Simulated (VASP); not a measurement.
VASP runs on CoGe (a trial cell in the CsCl structure, space group Pm-3m) share one base input (PBE GGA, plane waves, VASP's PBE PAW potentials (set 64)) and change the settings named in each case.

**INCAR**
```
ALGO = Normal
EDIFF = 1E-6
ENCUT = 400
GGA = PE
ISIF = 2
ISMEAR = 1
ISPIN = 2
LASPH = .TRUE.
LCHARG = .FALSE.
LMAXMIX = 4
LORBIT = 10
LREAL = .FALSE.
LWAVE = .FALSE.
MAGMOM = 3.0 0.0
NELM = 100
PREC = Accurate
SIGMA = 0.1
SYSTEM = CoGe
```

File KPOINTS:
```
K-points
0
gamma
 11 11 11
```

**POSCAR**
```
CoGe
1.0
  2.8699690000   0.0000000000   0.0000000000
  0.0000000000   2.8699690000   0.0000000000
  0.0000000000   0.0000000000   2.8699690000
Co Ge
1 1
Cartesian
  0.0000000000   0.0000000000   0.0000000000
  1.4349845000   1.4349845000   1.4349845000
```

POTCAR, in this order: Co Ge_d (PBE.64 set). Program: vasp_std.

```
change                                       E(σ→0) (eV/atom)  pressure (GPa)  moment (μB)
-------------------------------------------  ----------------  --------------  -----------
base run                                              -5.7813           10.26         0.73
ENCUT = 520, POTCAR Co_sv Ge_d (PBE.64 set)           -5.8059            9.51         0.75
ENCUT = 800, POTCAR Co Ge_h (PBE.64 set)              -5.7715           11.19         0.72
ENCUT = 520, POTCAR Co Ge (PBE.64 set)                -5.7706           11.53         0.70
ENCUT = 520, POTCAR Co_pv Ge_d (PBE.64 set)           -5.7779           10.71         0.73
ENCUT = 520                                           -5.7816           10.88         0.72
ENCUT = 800                                           -5.7816           10.92         0.72
```
 Energies of different potentials or functionals have different zeros.  The base run's pressure lies -0.65 GPa from that at 800 eV (Pulay error).

Left out are runs that ran out of time, are held back, or changed the cell or the kind of run, fixed moments of cells without a moment, rows past the twelfth, gaps on odd meshes, pressures of charged cells and columns that move by less than the noise.

The structure was generated: CoGe was put into the CsCl type (Pm-3m), which need not be its known phase. The cell was not relaxed at this level. The spin order is the one that the start imposed; others were not tried in this run.
